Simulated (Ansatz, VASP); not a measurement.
# Cross-check of HfN between VASP and Ansatz

One calculation is typed for both programs; each brings its own data sets. How far apart do they land? The cell is taken from a series of runs on this material, whose earlier steps may have relaxed, scaled, displaced or heated it; both programs get it as it stands.

Method: plane waves, with VASP 6.6.1 beside it; relaxation of cell and atoms at LDA and zone-centre phonons at LDA, in Ansatz 0.2.0.

## 1. The structure

Symmetry: Fm-3m, No. 225, cubic system. The conventional cell has a = 4.471 Å, b = 4.471 Å, c = 4.471 Å, α = 90.00°, β = 90.00°, γ = 90.00°. Nearest to N lie 6 Hf at 2.24 Å. Hf has 6 N at 2.24 Å nearest. Farther neighbours and most contacts between anions are not listed.

Coordinates:

```xyz
2
Lattice="0.0000 2.2356 2.2356 2.2356 0.0000 2.2356 2.2356 2.2356 0.0000" Properties=species:S:1:pos:R:3 pbc="T T T"
N     2.2356    2.2356    2.2356
Hf    0.0000    0.0000    0.0000
```

## 2. VASP: relaxation of cell and atoms, LDA, pair 1

The relaxed volume is the usual yardstick between codes: in a stiff, nearly cubic crystal its relative difference is about their pressure difference at one cell divided by the bulk modulus.

Lines of VASP's logs that name or quote its potential files are left out, and so is its time.

INCAR

```
SYSTEM = HfN
PREC = Accurate
ENCUT = 600
EDIFF = 1E-07
NELM = 120
ISMEAR = 0
SIGMA = 0.1
LREAL = .FALSE.
ALGO = Normal
GGA = CA
NBANDS = 13
LASPH = .TRUE.
LORBIT = 11
LWAVE = .FALSE.
LCHARG = .FALSE.
ISIF = 3
IBRION = 2
NSW = 80
EDIFFG = -0.005
GGA_COMPAT = .FALSE.
NELMIN = 4
KPAR = 2
```

POSCAR

```
HfN
1.0
    0.0000000000      2.2355770000      2.2355770000
    2.2355770000      0.0000000000      2.2355770000
    2.2355770000      2.2355770000      0.0000000000
N Hf
1 1
Direct
    0.5000000000      0.5000000000      0.5000000000
    0.0000000000      0.0000000000      0.0000000000
```

KPOINTS

```
Automatic mesh
0
Gamma
16 16 16
0 0 0
```

Potentials, in the order of the species: N and Hf_pv (LDA family, release 64).

Run with:

```
mpirun -np 2 vasp_std
```

Numbers of over 12 decimals in the logs are rounded to 6 here.

The log of the run:

```text
[banner, memory and clock lines left out]
running    2 mpi-ranks, on    1 nodes
 distrk:  each k-point on    1 cores,    2 groups
 distr:  one band on    1 cores,    1 groups

 POSCAR found type information on POSCAR N Hf
 POSCAR found :  2 types and       2 ions
 LDA part: xc-table for (Slater(with rela. corr.)+CA(PZ))
 , standard interpolation
 POSCAR, INCAR and KPOINTS ok, starting setup
 FFT: planning ... GRIDC
 FFT: planning ... GRID_SOFT
 FFT: planning ... GRID
 WAVECAR not read
 entering main loop
       N       E                     dE             d eps       ncg     rms          rms(c)
DAV:   1     0.405396127017E+02    0.40540E+02   -0.86475E+03  3778   0.122E+03
DAV:   2    -0.247316306250E+02   -0.65271E+02   -0.61283E+02  5012   0.254E+02
DAV:   3    -0.268472942787E+02   -0.21157E+01   -0.21040E+01  4496   0.362E+01
DAV:   4    -0.268563645250E+02   -0.90702E-02   -0.90686E-02  4168   0.278E+00
DAV:   5    -0.268564329195E+02   -0.68394E-04   -0.68393E-04  4489   0.203E-01    0.534E+01
DAV:   6    -0.240110915394E+02    0.28453E+01   -0.95090E+00  4095   0.238E+01    0.451E+01
DAV:   7    -0.239072769308E+02    0.10381E+00   -0.48110E-01  4220   0.568E+00    0.276E+01
DAV:   8    -0.238778577644E+02    0.29419E-01   -0.10694E-01  4405   0.287E+00    0.536E+00
DAV:   9    -0.238726619381E+02    0.51958E-02   -0.19117E-02  4270   0.107E+00    0.192E+00
DAV:  10    -0.238723853351E+02    0.27660E-03   -0.15244E-03  4475   0.358E-01    0.299E-01
DAV:  11    -0.238723512749E+02    0.34060E-04   -0.11284E-04  4358   0.104E-01    0.172E-02
DAV:  12    -0.238723515147E+02   -0.23973E-06   -0.70109E-06  4650   0.242E-02    0.318E-03
DAV:  13    -0.238723514855E+02    0.29151E-07   -0.84313E-08  3034   0.294E-03
   1 F= -.23872351E+02 E0= -.23870818E+02  d E =-.238724E+02
 curvature:   0.00 expect dE= 0.000E+00 dE for cont linesearch  0.000E+00
 trial: gam= 0.00000 g(F)=  0.174E-60 g(S)=  0.512E-02 ort = 0.000E+00 (trialstep = 0.100E+01)
 search vector abs. value=  0.512E-02
 bond charge predicted
       N       E                     dE             d eps       ncg     rms          rms(c)
DAV:   1    -0.238890692349E+02   -0.16718E-01   -0.51927E-01  3770   0.665E+00    0.259E+00
DAV:   2    -0.238741916471E+02    0.14878E-01   -0.23354E-02  4265   0.136E+00    0.121E+00
DAV:   3    -0.238697647804E+02    0.44269E-02   -0.82989E-03  4100   0.829E-01    0.805E-01
DAV:   4    -0.238695272084E+02    0.23757E-03   -0.78239E-04  4710   0.238E-01    0.471E-01
DAV:   5    -0.238695052204E+02    0.21988E-04   -0.67027E-05  4976   0.671E-02    0.154E-02
DAV:   6    -0.238695047447E+02    0.47572E-06   -0.42043E-06  3983   0.194E-02    0.895E-03
DAV:   7    -0.238695046799E+02    0.64802E-07   -0.16398E-07  3983   0.367E-03
   2 F= -.23869505E+02 E0= -.23867980E+02  d E =0.284681E-02
 trial-energy change:    0.002847  1 .order    0.002889   -0.005124    0.010903
 step:   0.3232(harm=  0.3197)  dis= 0.00000  next Energy=   -23.873181 (dE=-0.830E-03)
 bond charge predicted
       N       E                     dE             d eps       ncg     rms          rms(c)
DAV:   1    -0.238821209005E+02   -0.12616E-01   -0.23700E-01  3770   0.449E+00    0.175E+00
DAV:   2    -0.238753301648E+02    0.67907E-02   -0.10842E-02  4280   0.923E-01    0.827E-01
DAV:   3    -0.238733060527E+02    0.20241E-02   -0.38285E-03  4060   0.559E-01    0.552E-01
DAV:   4    -0.238731940402E+02    0.11201E-03   -0.38613E-04  4705   0.166E-01    0.317E-01
DAV:   5    -0.238731837103E+02    0.10330E-04   -0.35632E-05  4936   0.495E-02    0.116E-02
DAV:   6    -0.238731833823E+02    0.32799E-06   -0.23787E-06  3960   0.146E-02    0.640E-03
DAV:   7    -0.238731833529E+02    0.29467E-07   -0.89723E-08  2904   0.277E-03
   3 F= -.23873183E+02 E0= -.23871653E+02  d E =-.831867E-03
 curvature:  -0.16 expect dE=-0.217E-07 dE for cont linesearch -0.217E-07
 trial: gam=-0.00512 g(F)=  0.424E-65 g(S)=  0.136E-06 ort = 0.264E-04 (trialstep = 0.865E+00)
 search vector abs. value=  0.104E-09
 reached required accuracy - stopping structural energy minimisation
```

Parts of OUTCAR (step 2):

```text
ion  position               nearest neighbor table
   1  0.500  0.500  0.500-   2 2.24   2 2.24   2 2.24   2 2.24   2 2.24   2 2.24
   2  0.000  0.000  0.000-   1 2.24   1 2.24   1 2.24   1 2.24   1 2.24   1 2.24

  LATTYP: Found a face centered cubic cell.
 ALAT       =     4.4711540000

 Subroutine GETGRP returns: Found 48 space group operations
 (whereof 48 operations were pure point group operations)

The static configuration has the point symmetry O_h .

 Found    145 irreducible k-points:

   k-points           NKPTS =    145   k-points in BZ     NKDIM =    145   number of bands    NBANDS=     13

   dimension x,y,z NGX =    28 NGY =   28 NGZ =   28
   dimension x,y,z NGXF=    56 NGYF=   56 NGZF=   56

   ENCUT  =  600.0 eV  44.10 Ry    6.64 a.u.   6.31  6.31  6.31*2*pi/ulx,y,z

   NELECT =      15.0000    total number of electrons

 k-points in reciprocal lattice and weights: Automatic mesh
   0.00000000  0.00000000  0.00000000       0.000
   0.06250000  0.00000000  0.00000000       0.002
   0.12500000  0.00000000  0.00000000       0.002
   0.18750000  0.00000000  0.00000000       0.002
   0.25000000  0.00000000  0.00000000       0.002
   0.31250000  0.00000000  0.00000000       0.002
   0.37500000  0.00000000  0.00000000       0.002
   0.43750000  0.00000000  0.00000000       0.002
   0.50000000  0.00000000  0.00000000       0.001
[...]
-0.31250000  0.50000000  0.18750000       0.003
  -0.25000000  0.50000000  0.25000000       0.001

 average (electrostatic) potential at core
       1 -60.9935       2 -34.4844

 E-fermi :   8.5320

 k-point     1 :       0.0000    0.0000    0.0000
  band No.  band energies     occupation
    ...
      6       5.5476      2.00000
      7       5.5476      2.00000
      8       8.1248      2.00000
      9       8.1248      2.00000
     10       8.1248      2.00000
     11      10.5383      0.00000
     12      10.5383      0.00000
     13      10.8986      0.00000

 k-point     2 :       0.0625    0.0000    0.0000
  band No.  band energies     occupation
    ...
      6       5.2910      2.00000
      7       5.2910      2.00000
      8       8.2553      1.99991
      9       8.2678      1.99981
     10       8.2678      1.99981
     11      10.8667      0.00000
     12      10.8667      0.00000
     13      11.1768      0.00000

 k-point     3 :       0.1250    0.0000    0.0000
  band No.  band energies     occupation
    ...
      4      -8.5241      2.00000
      5       4.2075      2.00000
      6       4.7040      2.00000
      7       4.7040      2.00000
      8       8.4858      1.48624
      9       8.6403      0.12554
     10       8.6403      0.12554
     11      11.7146      0.00000
     12      11.7146      0.00000
     13      11.8921      0.00000

  Total       -0.0013697     -0.0013697     -0.0013697      0.0000000      0.0000000      0.0000000
  in kB       -0.0988205     -0.0988205     -0.0988205      0.0000000      0.0000000      0.0000000
  external PRESSURE =      -0.0988205 kB  Pullay stress =       0.0000000 kB

  energy-cutoff  :      600.00
  volume of cell :       22.21
      direct lattice vectors                 reciprocal lattice vectors
    -0.000000000  2.230939134  2.230939134    -0.224120861  0.224120861  0.224120861
     2.230939134  0.000000000  2.230939134     0.224120861 -0.224120861  0.224120861
     2.230939134  2.230939134  0.000000000     0.224120861  0.224120861 -0.224120861

 POSITION                                       TOTAL-FORCE (eV/Angst)
 -----------------------------------------------------------------------------------
      2.23094      2.23094      2.23094         0.000000      0.000000      0.000000
      0.00000      0.00000      0.00000         0.000000      0.000000     -0.000000
 -----------------------------------------------------------------------------------
    total drift:                                0.000000      0.000000      0.000000

  FREE ENERGIE OF THE ION-ELECTRON SYSTEM (eV)
  ---------------------------------------------------
  free  energy   TOTEN  =       -23.8731833529 eV

  energy  without entropy=      -23.8701229807  energy(sigma->0) =      -23.87165317

 reached required accuracy - stopping structural energy minimisation

 total charge
# of ion       s       p       d       tot
------------------------------------------
    1        1.220   2.505   0.000   3.725
    2        0.304   6.630   1.854   8.787
--------------------------------------------------
tot          1.524   9.135   1.854  12.512

[... 3 further parts left out ...]
```

CONTCAR:

```
HfN
   1.00000000000000
    -0.0000000000000000    2.2309391337604136    2.2309391337604136
     2.2309391337604136    0.0000000000000000    2.2309391337604136
     2.2309391337604136    2.2309391337604136    0.0000000000000000
  N               Hf
     1     1
Direct
     0.5000000000000000    0.5000000000000000    0.5000000000000000
     0.0000000000000000    0.0000000000000000    0.0000000000000000
```

This run has no spin polarisation. Its electron count is odd, so without a moment it is a metal by construction. Harder data sets than Hf_pv exist (the GW ones), and pressures, volumes and forces can shift noticeably with them. The run keeps the 48 symmetry operations of its start, so it cannot find a distortion of lower symmetry.

## 3. Ansatz: relaxation of cell and atoms, LDA, pair 1

Ansatz runs on its PAW soft_1 files.

The same cell, functional (in two slightly different forms), mesh and smearing now go to Ansatz, which takes its cutoff from its data sets.

input.yaml

```yaml
crystal:
  lattice:
    - [0.0, 2.2355765104, 2.2355765104]
    - [2.2355765104, 0.0, 2.2355765104]
    - [2.2355765104, 2.2355765104, 0.0]
  atoms:
    - { symbol: "N", position: [0.5, 0.5, 0.5] }
    - { symbol: Hf, position: [0.0, 0.0, 0.0] }
kpoints:
  mp_grid: { grid: [16, 16, 16] }
hamiltonian:
  xc: lda
  pseudopotentials: { kind: paw, azcp: { folder: soft_1 }, xc_functional: pbe }
scf:
  occupations: { method: gaussian, width: 0.1 }
output:
  forces: true
  stress: true
  eigenvalues: true
relax:
  adjacent_minimum: "off"
  f_tol: 0.005
  max_steps: 80
  cell: { stress_tol: 0.05 }
```

Run with:

```
ansatz run input.yaml --threads 4 --pin off --max-ram 10240MiB --backend cpu --events-out ev --progress --plain --runs-dir out
```

The log of the run:

```text
Engine: ansatz 0.2.0, x86_64-unknown-linux-gnu
Pseudopotentials: kind: paw
Pseudopotential: N, paw, valence charge 5, recommended cutoff 420 eV (normal), soft_1/N.paw.azcp
Pseudopotential: Hf, paw, valence charge 26, recommended cutoff 420 eV (normal), soft_1/Hf.paw.azcp
Functional definition: SPW92
  exchange = slater_x
  correlation = pw_c
Crystal: 2 atoms, lattice volume = 22.346 Å³
Basis set: ecut = 420 eV, 411 PW (Γ)
Bands: 20, of which v1, the nominal top of the filled ones, is band 16 counted from 1 (15 counted from 0)
Symmetry: 48 space group operations
Space group: Fm-3m (ITA 225), of the structure as read, at distance tolerance 2.8e-5 Å
k-points: 145 of 4096
Non-local potential: N, projectors of the file, l = 0: 2, l = 1: 2, l = 2: 1
Non-local potential: Hf, projectors of the file, l = 0: 3, l = 1: 2, l = 2: 2, l = 3: 3
PAW form: soft (Blöchl's): semilocal exchange-correlation on the pseudo side does not see the compensation charge
PAW frozen core: N, regenerated for the run's functional, and the local potential with it (the file was generated under x = pbe(κ = 0.804, μ = 0.219515), c = pbe(β = 0.066725))
PAW frozen core: Hf, regenerated for the run's functional, and the local potential with it (the file was generated under x = pbe(κ = 0.804, μ = 0.219515), c = pbe(β = 0.066725))
PAW one-centre angular grid: N, 110 points (default); XC on 64 Gauss nodes
PAW one-centre angular grid: Hf, 590 points (default); XC on 64 Gauss nodes
Initial density: superposition of atomic densities (chi_scale 0.1, normalization cell, long waves kept (reshape's long-wave potential 0.00 eV rms))
Initial wavefunctions: pseudopotential atomic-orbital guess
Functional: x = slater, c = lda
SCF iter   1: F=—  HF=-15855.339976 eV  |F-HF|=—  |Δ(HF+E_count)|=         —  Δρ=4.66e-2  dr2=2.95e-1  ethr=3.10e-3  ⟨swp⟩=5.2  Hψ=12903  notcnv=0
preconditioner: auto → Kerker (q_TF=auto, 2.881 Å⁻¹)  [metal: Δε(μ)=0.034 eV  Ē_g=19.212 eV  σ=0.100 eV  W_gap=0.19  n_scr=14 (ndim 8)  ℏωp=42.3 eV  f_vac=0.000  D(μ)=0.59/eV (n_scr^D=0)]
SCF iter   2: F=—  HF=-15855.295635 eV  |F-HF|=—  |Δ(HF+E_count)|=   4.43e-2  Δρ=2.77e-2  dr2=7.71e-2  ethr=9.53e-4  ⟨swp⟩=2.0  Hψ=4595  notcnv=0  defer=51
SCF iter   3: F=—  HF=-15855.281123 eV  |F-HF|=—  |Δ(HF+E_count)|=   1.45e-2  Δρ=7.19e-3  dr2=9.06e-3  ethr=2.49e-4  ⟨swp⟩=1.1  Hψ=2854  notcnv=0  defer=51
SCF iter   4: F=—  HF=-15855.279040 eV  |F-HF|=—  |Δ(HF+E_count)|=   2.08e-3  Δρ=1.72e-3  dr2=4.88e-4  ethr=2.92e-5  ⟨swp⟩=2.7  Hψ=5561  notcnv=0  defer=51
SCF iter   5: F=—  HF=-15855.279034 eV  |F-HF|=—  |Δ(HF+E_count)|=   6.89e-6  Δρ=8.00e-4  dr2=9.64e-5  ethr=1.57e-6  ⟨swp⟩=3.2  Hψ=6116  notcnv=0  defer=52
SCF iter   6: F=—  HF=-15855.278927 eV  |F-HF|=—  |Δ(HF+E_count)|=   1.07e-4  Δρ=3.77e-4  dr2=2.11e-5  ethr=3.11e-7  ⟨swp⟩=2.1  Hψ=5185  notcnv=0  defer=54
SCF iter   7: F=—  HF=-15855.278899 eV  |F-HF|=—  |Δ(HF+E_count)|=   2.76e-5  Δρ=1.04e-4  dr2=1.64e-6  ethr=6.82e-8  ⟨swp⟩=2.6  Hψ=5281  notcnv=0  defer=54
SCF iter   8: F=-15855.278898 eV  HF=-15855.278899 eV  |F-HF|=6.98e-8  |Δ(HF+E_count)|=   5.38e-7  Δρ=2.08e-5  dr2=9.17e-8  ethr=3.23e-10  ⟨swp⟩=6.5  Hψ=16676  notcnv=0
SCF 1 converged in 8 iterations: F = -15855.278898 eV  dr2 = 9.17e-8
  greatest PAW one-centre occupation: 0.998 electrons in one spin orbital (limit 2), on the Hf atom at site 1 (counted from 0), in its partial waves of l = 3
relax step   1: F+E_penalty+E_count = -15855.27889844 eV  Δ(F+E_penalty+E_count) = +0.000e0 eV  max|allowed force component| = 3.629e-29 eV/Å  Δτ_max = 0.0000 Å  P = -0.589 GPa  Ω = 22.346 Å³  (8 SCF iters, dr2 threshold 1.00e-7 eV, accepted)
[...]
relax step   2: F+E_penalty+E_count = -15855.27914553 eV  Δ(F+E_penalty+E_count) = -2.471e-4 eV  max|allowed force component| = 2.518e-29 eV/Å  Δτ_max = 0.0000 Å  P = +0.286 GPa  Ω = 22.282 Å³  energy of the carried Pulay correction = +1.859e-4 eV  (5 SCF iters, dr2 threshold 2.00e-7 eV, accepted)
[...]
relax step   3: F+E_penalty+E_count = -15855.27910337 eV  Δ(F+E_penalty+E_count) = +4.216e-5 eV  max|allowed force component| = 1.788e-29 eV/Å  Δτ_max = 0.0000 Å  P = +0.000 GPa  Ω = 22.303 Å³  energy of the carried Pulay correction = +1.251e-4 eV  (2 SCF iters, dr2 threshold 2.00e-7 eV, accepted)
[...]
relax step   4: F+E_penalty+E_count = -15855.27898709 eV  Δ(F+E_penalty+E_count) = +1.163e-4 eV  max|allowed force component| = 3.813e-30 eV/Å  Δτ_max = 0.0000 Å  P = -0.009 GPa  Ω = 22.303 Å³  stress off target by 8.64e-3 GPa  SCF on the basis re-selected at this cell (its energy is not comparable with the rows above)  (7 SCF iters)
basis re-selected at this cell: Δ(F+E_penalty+E_count) = +1.163e-4 eV, ΔP = -0.009 GPa vs the last step (what re-selecting the basis moved, of the pressure what is left beyond the Pulay correction that the steps carried, after the strain that the cell walked since its last selection, with what the two solves' SCF thresholds leave and, on support functions, any second-order correction that the steps lacked; it is no m [...]
SCF converged after 7 iterations
Free energy (F): -15855.278987 eV
Harris-Foulkes:  -15855.278987 eV  (|F-HF|=7.28e-12)
Internal energy: -15855.275799 eV  (E = F + TS)
E sigma→0 (E₀):  -15855.277393 eV
Entropy (-TS):   -0.003188 eV (-1.594 meV/atom)
Fermi energy:    22.541484 eV
--- Per-component energies (eV) ---
  E_band       = 143.150054
  E_kinetic    = 541.685851
  E_local      = -5864.391759  (includes V_loc(G=0)·N_el)
  E_nonlocal   = 111.410139
  E_hartree    = 2889.543697
  E_xc         = -325.452866
  E_vxc        = -332.937445  (∫ρ·V_xc dr)
  E_paw        = -7575.300053  (= ΣΔE_a)
  E_vpaw       = -91.705146  (= ΣTr[D̂ρ^β])
  E_aug_tail   = 0.000997  (compensation charges beyond the density's cutoff)
  E_ewald      = -5635.308938
  E_core_change = 2.537132  (= ΣΔE_core)
  E_smearing   = -0.003188  (= −TS)
  E_closure    = 0.000000  (closes the sum)
  Σ components = -15855.278987   (vs F -15855.278987, Δ=0.00e0)
--- Forces (eV/Å), atoms counted from 1 ---
  atom   1  N      0.00000000    -0.00000000    -0.00000000
  atom   2  Hf    -0.00000000     0.00000000     0.00000000
  max |Σ_I F_I| component: 6.05e-30 eV/Å
--- Stress (GPa, compression-positive) ---
       -0.008641      -0.000000      -0.000000
       -0.000000      -0.008641      -0.000000
       -0.000000      -0.000000      -0.008641
  P = ⅓ Tr σ = -0.0086 GPa (-0.086 kbar)
--- Band table (eV; the first three rows and the last of 145) ---
  k-point 0: bands = [... 12 lower, 19.6464, 19.6464, 19.6464, 22.1059, 22.1059, 22.1059, 24.5041, 24.5041]
  k-point 1: bands = [... 12 lower, 19.2243, 19.3814, 19.3814, 22.2462, 22.2509, 22.2509, 24.8326, 24.8326]
  k-point 2: bands = [... 12 lower, 18.2898, 18.7801, 18.7801, 22.4891, 22.6254, 22.6254, 25.6769, 25.6769]
  k-point 144: bands = [... 12 lower, 16.3059, 17.0679, 17.0679, 23.7109, 23.7109, 28.2747, 28.4153, 28.9239]
--- Relaxed structure (3 steps of the walk, 3 accepted, 1 SCFs on fresh bases) ---
  F+E_penalty+E_count = -15855.27898709 eV   max|allowed force component| = 3.813e-30 eV/Å   (the final SCF, on the basis selected at the relaxed cell)
  cell:  # Å, volume = 22.3027 Å³
    - [0, 2.234134, 2.234134]
    - [2.234134, 0, 2.234134]
    - [2.234134, 2.234134, 0]
  atoms:
    - { symbol: N, position: [0.5, 0.5, 0.5] }
    - { symbol: Hf, position: [0, 0, 0] }
```

## 4. Differences

Known differences besides the potentials themselves: the two LDA forms differ slightly; the data sets hold 31 valence electrons in Ansatz (on its PAW soft_1 files) and 15 in VASP; the cutoff is 420 eV in Ansatz and 600 eV in VASP; VASP's log shows a relativistic correction to its local exchange, Ansatz's none; Ansatz adds a Pulay correction to the stress that steers its cell, VASP none. Total energies have different zeros and are not compared.

The two programs side by side:

| quantity | Ansatz | VASP | difference |
| --- | --- | --- | --- |
| volume (Å³) | 22.30 | 22.21 | +0.43 % |
| edge a after relaxation, in the typed setting (Å) | 3.159 | 3.155 | +0.14 % |

(Continued in part 2 of 2.)

[Lines on the potential files, build, host, timing and source positions are cut from VASP's logs without a mark.]

[Logs are printed without paths, hosts, clocks, repeated set-up lines and the standing remarks that a program may print on its own settings, such as how far it seeks lower states.]

[Hosts, paths, dates, database ids (printed as entryN), source tags and the programs' standing remarks are cut or masked in the printed files.]
